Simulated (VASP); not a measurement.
**ZrAl (relaxed from the NiAs type structure, space group P6_3/mmc): computed properties**

Computed with PBE GGA, VASP's PBE PAW potentials (set 64) (plane waves; VASP).

```json
{
 "space_group": "P6_3/mmc (194)",
 "cell": "a = b = 3.0887 Å, c = 9.7765 Å, α = β = 90.00°, γ = 120.00°",
 "volume_per_atom": "20.19 Å³/atom",
 "band gap (over mesh and band path)": "none (metal, semimetal or under 0.01 eV)",
 "density": "4.86 g/cm³"
}
```

```xyz
4
Lattice="3.0887 0.0000 0.0000 -1.5444 2.6749 0.0000 0.0000 0.0000 9.7765" Properties=species:S:1:pos:R:3 pbc="T T T"
Zr     0.0000     0.0000     0.0000
Zr    -1.5444     2.6749     4.8882
Al     0.0000     1.7833     2.4441
Al     1.5444     0.8916     7.3324
```

The structure was generated: ZrAl was put into the NiAs type type (P6_3/mmc), which need not be its known phase. It was relaxed first, which changed the volume by -36 %. Symmetry was kept, so distortions that lower it aren't found.
